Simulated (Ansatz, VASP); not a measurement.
# MoS2 in two plane-wave programs, part 2 of 3

One calculation is typed for both programs; each brings its own data sets. How far apart do they land? The cell is taken from a series of runs on this material, whose earlier steps may have relaxed, scaled, displaced or heated it; both programs get it as it stands.

VASP 6.6.1 and Ansatz 0.2.0.

So far: The structure; Ansatz: zone-centre phonons, PBEsol.

**3. VASP: zone-centre phonons, PBEsol**

Level of this step: PBEsol, no spin polarisation; plane waves and PAW (Mo_sv, S) (VASP).

The same cell, functional and mesh now go to VASP, with its own data sets.

Lines of VASP's logs that name or quote its potential files are left out, and so is its time.

Input file INCAR:

```
SYSTEM = MoS2
PREC = Accurate
ENCUT = 500
EDIFF = 1E-08
NELM = 120
ISMEAR = 0
SIGMA = 0.01
LREAL = .FALSE.
ALGO = Normal
GGA = PS
NBANDS = 32
LASPH = .TRUE.
LORBIT = 11
LWAVE = .FALSE.
LCHARG = .FALSE.
ISIF = 2
IBRION = 8
LEPSILON = .TRUE.
GGA_COMPAT = .FALSE.
EFERMI = MIDGAP
KPAR = 2
```

Input file POSCAR:

```
MoS2
1.0
    3.1415003403      0.0000000000      0.0000000000
   -1.5707501701      2.7206191007      0.0000000000
    0.0000000000      0.0000000000     12.5814054223
Mo S
2 4
Direct
    0.3333333333      0.6666666667      0.2500000000
    0.6666666667      0.3333333333      0.7500000000
    0.3333333333      0.6666666667      0.6260787885
    0.6666666667      0.3333333333      0.1260787885
    0.3333333333      0.6666666667      0.8739212115
    0.6666666667      0.3333333333      0.3739212115
```

Input file KPOINTS:

```
Automatic mesh
0
Gamma
9 9 2
0 0 0
```

PAW data sets: Mo_sv and S (PBE family, release 64).

Started as:

```
$ mpirun -np 2 vasp_std
```

What it wrote:

```text
[banner, memory and clock lines left out]
running    2 mpi-ranks, on    1 nodes
 distrk:  each k-point on    1 cores,    2 groups
 distr:  one band on    1 cores,    1 groups

 POSCAR found type information on POSCAR MoS
 POSCAR found :  2 types and       6 ions
|                                                                             |
|               ----> ADVICE to this user running VASP <----                  |
|                                                                             |
|     You enforced a specific xc type in the INCAR file but a different       |
|     [... a line on the potential file left out ...]
|     I HOPE YOU KNOW WHAT YOU ARE DOING!                                     |
|                                                                             |

 LDA part: xc-table for (Slater+PW92), standard interpolation
 POSCAR, INCAR and KPOINTS ok, starting setup
 FFT: planning ... GRIDC
 FFT: planning ... GRID_SOFT
 FFT: planning ... GRID
 WAVECAR not read
 entering main loop
       N       E                     dE             d eps       ncg     rms          rms(c)
DAV:   1     0.438030540423E+03    0.43803E+03   -0.29146E+04  1720   0.149E+03
DAV:   2    -0.261615318492E+02   -0.46419E+03   -0.45335E+03  1872   0.386E+02
DAV:   3    -0.493173159128E+02   -0.23156E+02   -0.22985E+02  2016   0.759E+01
DAV:   4    -0.497824111884E+02   -0.46510E+00   -0.46423E+00  1888   0.110E+01
DAV:   5    -0.497952391881E+02   -0.12828E-01   -0.12817E-01  2040   0.169E+00    0.367E+01
DAV:   6    -0.476135698696E+02    0.21817E+01   -0.17955E+01  1680   0.237E+01    0.128E+01
DAV:   7    -0.472528784398E+02    0.36069E+00   -0.79226E+00  1728   0.148E+01    0.840E+00
DAV:   8    -0.469041810838E+02    0.34870E+00   -0.13736E+00  1904   0.670E+00    0.296E+00
DAV:   9    -0.469134735124E+02   -0.92924E-02   -0.14128E-01  1992   0.181E+00    0.135E+00
DAV:  10    -0.469052387147E+02    0.82348E-02   -0.57156E-02  1848   0.140E+00    0.326E-01
DAV:  11    -0.469050890537E+02    0.14966E-03   -0.24823E-03  1984   0.290E-01    0.165E-01
DAV:  12    -0.469050123865E+02    0.76667E-04   -0.30848E-04  1936   0.917E-02    0.821E-02
DAV:  13    -0.469050121707E+02    0.21579E-06   -0.17327E-04  2048   0.662E-02    0.154E-02
DAV:  14    -0.469050124447E+02   -0.27398E-06   -0.17059E-05  1824   0.239E-02    0.212E-02
DAV:  15    -0.469050130355E+02   -0.59083E-06   -0.24852E-06  1888   0.860E-03    0.543E-03
DAV:  16    -0.469050127753E+02    0.26018E-06   -0.13286E-06  1928   0.663E-03    0.118E-03
DAV:  17    -0.469050128326E+02   -0.57274E-07   -0.75258E-08  1736   0.148E-03    0.179E-03
DAV:  18    -0.469050128096E+02    0.22987E-07   -0.50871E-09  1160   0.434E-04    0.976E-04
DAV:  19    -0.469050127986E+02    0.10961E-07   -0.56511E-09  1072   0.358E-04    0.269E-04
DAV:  20    -0.469050127979E+02    0.73123E-09   -0.67617E-10  1088   0.128E-04
   1 F= -.46905013E+02 E0= -.46905013E+02  d E =0.000000E+00
 Linear response reoptimize wavefunctions to high precision
DAV:   1    -0.469050127983E+02   -0.38654E-09   -0.17339E-10  1080   0.494E-05
DAV:   2    -0.469050127983E+02   -0.50022E-10   -0.73184E-11  1056   0.288E-05
 Linear response G [H, r] |phi>, progress :
  Direction:   1
       N       E                     dE             d eps       ncg     rms
RMM:   1    -0.256171214721E+03   -0.25617E+03    0.37799E+02  2712   0.218E+02
RMM:   2    -0.233773837441E+03    0.22397E+02   -0.15327E+02  2474   0.536E+01
RMM:   3    -0.235802566109E+03   -0.20287E+01   -0.95589E+00  2845   0.132E+01
RMM:   4    -0.235915424648E+03   -0.11286E+00   -0.76334E-01  3042   0.303E+00
RMM:   5    -0.235923451743E+03   -0.80271E-02   -0.79228E-02  3084   0.949E-01
RMM:   6    -0.235924346731E+03   -0.89499E-03   -0.92979E-03  3216   0.326E-01
RMM:   7    -0.235924418660E+03   -0.71929E-04    0.27970E-03  3229   0.715E-02
RMM:   8    -0.235924428099E+03   -0.94390E-05    0.52279E-04  3171   0.219E-02
RMM:   9    -0.235924442251E+03   -0.14152E-04   -0.50555E-04  3300   0.854E-03
RMM:  10    -0.235924442794E+03   -0.54257E-06    0.25372E-04  3133   0.386E-03
RMM:  11    -0.235924444718E+03   -0.19243E-05    0.10846E-04  3168   0.214E-03
RMM:  12    -0.235924447638E+03   -0.29196E-05    0.87505E-05  2985   0.151E-03
RMM:  13    -0.235924443577E+03    0.40607E-05    0.18714E-04  2765   0.126E-03
RMM:  14    -0.235924449115E+03   -0.55377E-05   -0.33299E-05  2417   0.117E-03
RMM:  15    -0.235924447124E+03    0.19904E-05   -0.59168E-05  2285   0.113E-03
RMM:  16    -0.235924445022E+03    0.21021E-05    0.27144E-07  2179   0.111E-03
RMM:  17    -0.235924447561E+03   -0.25392E-05   -0.40742E-05  2143   0.111E-03
 Linear response G [H, r] |phi>, progress :
  Direction:   2
       N       E                     dE             d eps       ncg     rms
RMM:   1    -0.260853355853E+03   -0.26085E+03    0.30161E+02  2731   0.220E+02
[...]
RMM:  10    -0.158188942678E+01   -0.28821E-04   -0.18851E-04  2719   0.844E-03    0.839E-03
RMM:  11    -0.158183882874E+01    0.50598E-04   -0.51690E-05  2834   0.293E-03    0.643E-03
RMM:  12    -0.158183789569E+01    0.93305E-06    0.48912E-05  2640   0.318E-03    0.484E-04
RMM:  13    -0.158185984861E+01   -0.21953E-04    0.56223E-06  2848   0.110E-03    0.134E-03
RMM:  14    -0.158185975081E+01    0.97799E-07    0.45363E-05  2672   0.595E-04    0.432E-04
[...]
first order change of Fermi-energy  -0.13223E-03
 force on displaced ion       1 direction 1 : -20.937   0.001  -0.000
 Born effective charge ion    1 direction 1 :  -1.099   0.001   0.000
 Linear response progress:
  Degree of freedom:   2/  4
       N       E                     dE             d eps       ncg     rms          rms(c)
RMM:   1    -0.940412253533E+00   -0.94041E+00    0.41722E+00  1784   0.155E+01
RMM:   2    -0.741254718605E+00    0.19916E+00   -0.30583E-01  2319   0.255E+00    0.211E-01
RMM:   3    -0.739550717252E+00    0.17040E-02   -0.83301E-03  2618   0.426E-01    0.117E-01
RMM:   4    -0.738188827127E+00    0.13619E-02   -0.10199E-03  2851   0.139E-01    0.625E-02
RMM:   5    -0.737959403478E+00    0.22942E-03   -0.42157E-04  3212   0.427E-02    0.355E-02
RMM:   6    -0.737870869469E+00    0.88534E-04   -0.10026E-04  2936   0.208E-02    0.731E-03
RMM:   7    -0.737911731963E+00   -0.40862E-04    0.76615E-07  2737   0.703E-03    0.209E-03
RMM:   8    -0.737925379003E+00   -0.13647E-04   -0.13114E-05  3025   0.309E-03    0.998E-04
RMM:   9    -0.737927931733E+00   -0.25527E-05    0.17204E-07  3089   0.156E-03    0.292E-04
RMM:  10    -0.737926211576E+00    0.17202E-05    0.89246E-07  2797   0.679E-04    0.893E-05
RMM:  11    -0.737925591139E+00    0.62044E-06    0.50122E-06  3124   0.325E-04    0.545E-05
RMM:  12    -0.737925940268E+00   -0.34913E-06    0.31676E-06  3200   0.183E-04    0.319E-05
RMM:  13    -0.737926007179E+00   -0.66911E-07    0.23277E-06  3265   0.117E-04    0.740E-06
RMM:  14    -0.737926050264E+00   -0.43085E-07    0.22757E-06  3286   0.781E-05    0.651E-06
[...]
RMM:  21    -0.737926486868E+00   -0.67741E-08   -0.34705E-07  2123   0.352E-05    0.639E-07
RMM:  22    -0.737926491631E+00   -0.47632E-08   -0.22896E-07  2458   0.349E-05    0.304E-07
RMM:  23    -0.737926494687E+00   -0.30559E-08   -0.35271E-07  2064   0.344E-05    0.434E-07
RMM:  24    -0.737926494250E+00    0.43636E-09   -0.24369E-07  2038   0.342E-05    0.330E-07
RMM:  25    -0.737926493985E+00    0.26521E-09   -0.34232E-07  2017   0.341E-05    0.466E-07
RMM:  26    -0.737926496853E+00   -0.28683E-08   -0.25925E-07  1997   0.341E-05    0.384E-07
RMM:  27    -0.737926493920E+00    0.29333E-08   -0.33209E-07  1987   0.341E-05    0.466E-07
RMM:  28    -0.737926497770E+00   -0.38497E-08   -0.26166E-07  1954   0.340E-05    0.392E-07
 first order change of Fermi-energy  -0.20533E-06
 force on displaced ion       1 direction 3 :   0.000   0.000 -31.106
 Born effective charge ion    1 direction 3 :   0.000  -0.000  -0.589
 Linear response progress:
  Degree of freedom:   3/  4
       N       E                     dE             d eps       ncg     rms          rms(c)
RMM:   1    -0.105522960326E+00   -0.10552E+00   -0.12541E-01 12535   0.137E+00
RMM:   2    -0.913015787618E-01    0.14221E-01   -0.12957E-02  8314   0.431E-01    0.123E-01
RMM:   3    -0.916741136952E-01   -0.37253E-03   -0.72688E-04  9122   0.937E-02    0.705E-02
RMM:   4    -0.919983286244E-01   -0.32421E-03   -0.13793E-04  9166   0.439E-02    0.114E-02
RMM:   5    -0.919759691609E-01    0.22359E-04   -0.86800E-06  9776   0.103E-02    0.589E-03
RMM:   6    -0.919445885505E-01    0.31381E-04    0.17380E-07  9192   0.432E-03    0.126E-03
RMM:   7    -0.919563191062E-01   -0.11731E-04   -0.21017E-06  9557   0.142E-03    0.583E-04
RMM:   8    -0.919598703075E-01   -0.35512E-05    0.26177E-07  9845   0.515E-04    0.219E-04
RMM:   9    -0.919599591335E-01   -0.88826E-07    0.38462E-07 10268   0.146E-04    0.913E-05
RMM:  10    -0.919598007841E-01    0.15835E-06    0.13714E-07  9945   0.641E-05    0.371E-05
RMM:  11    -0.919597597303E-01    0.41054E-07    0.68817E-08  9989   0.419E-05    0.587E-06
RMM:  12    -0.919597817396E-01   -0.22009E-07    0.73632E-08 10290   0.233E-05    0.533E-06
RMM:  13    -0.919597938371E-01   -0.12097E-07    0.82557E-08  9393   0.186E-05    0.110E-06
RMM:  14    -0.919597993135E-01   -0.54764E-08    0.79515E-08  7913   0.172E-05    0.344E-07
 first order change of Fermi-energy   0.21204E-04
 force on displaced ion       3 direction 1 : -10.026  -0.000  -0.001
 Born effective charge ion    3 direction 1 :   0.547  -0.000  -0.000
 Linear response progress:
  Degree of freedom:   4/  4
       N       E                     dE             d eps       ncg     rms          rms(c)
RMM:   1    -0.170098431565E+00   -0.17010E+00   -0.14378E-01  3788   0.149E+00
RMM:   2    -0.149373523008E+00    0.20725E-01   -0.14687E-02  2440   0.469E-01    0.364E-01
RMM:   3    -0.149431570446E+00   -0.58047E-04   -0.14736E-03  2479   0.134E-01    0.253E-01
RMM:   4    -0.149606105158E+00   -0.17453E-03   -0.30488E-04  2458   0.708E-02    0.368E-02
RMM:   5    -0.149631832495E+00   -0.25727E-04   -0.84141E-05  2405   0.418E-02    0.179E-02
RMM:   6    -0.149638532355E+00   -0.66999E-05   -0.73259E-06  2649   0.134E-02    0.555E-03
RMM:   7    -0.149638568234E+00   -0.35878E-07   -0.86126E-07  2760   0.417E-03    0.241E-03
RMM:   8    -0.149640897075E+00   -0.23288E-05    0.17009E-06  2710   0.143E-03    0.679E-04
RMM:   9    -0.149643475888E+00   -0.25788E-05   -0.16924E-07  2581   0.672E-04    0.323E-04
RMM:  10    -0.149644335084E+00   -0.85920E-06    0.41487E-07  2958   0.242E-04    0.119E-04
RMM:  11    -0.149644159222E+00    0.17586E-06    0.58752E-07  2698   0.104E-04    0.565E-05
RMM:  12    -0.149644186506E+00   -0.27284E-07    0.13019E-07  2925   0.530E-05    0.272E-05
RMM:  13    -0.149644220889E+00   -0.34383E-07    0.13475E-07  2872   0.335E-05    0.129E-05
RMM:  14    -0.149644272862E+00   -0.51974E-07    0.12939E-07  2839   0.293E-05    0.263E-06
RMM:  15    -0.149644264933E+00    0.79288E-08    0.19353E-07  2779   0.247E-05    0.134E-06
RMM:  16    -0.149644268015E+00   -0.30813E-08    0.13632E-07  2567   0.233E-05    0.659E-07
RMM:  17    -0.149644264740E+00    0.32750E-08    0.18773E-07  2063   0.227E-05    0.467E-07
RMM:  18    -0.149644266868E+00   -0.21286E-08    0.16069E-07  1789   0.225E-05    0.282E-07
RMM:  19    -0.149644264317E+00    0.25516E-08    0.17163E-07  1750   0.225E-05    0.270E-07
RMM:  20    -0.149644266989E+00   -0.26722E-08    0.16220E-07  1729   0.225E-05    0.294E-07
RMM:  21    -0.149644265651E+00    0.13378E-08    0.16215E-07  1723   0.225E-05    0.246E-07
 first order change of Fermi-energy   0.73939E+00
 force on displaced ion       3 direction 3 :   0.000  -0.000 -17.536
 Born effective charge ion    3 direction 3 :   0.000  -0.000   0.292
 Born effective charges drift removed
 Linear response finished
```

(Continued in part 3 of 3.)

[Lines on the potential files, build, host, timing and source positions are cut from VASP's logs without a mark.]

[Logs are printed without paths, hosts, clocks, repeated set-up lines and the standing remarks that a program may print on its own settings, such as how far it seeks lower states.]

[Hosts, paths, dates, database ids (printed as entryN), source tags and the programs' standing remarks are cut or masked in the printed files.]
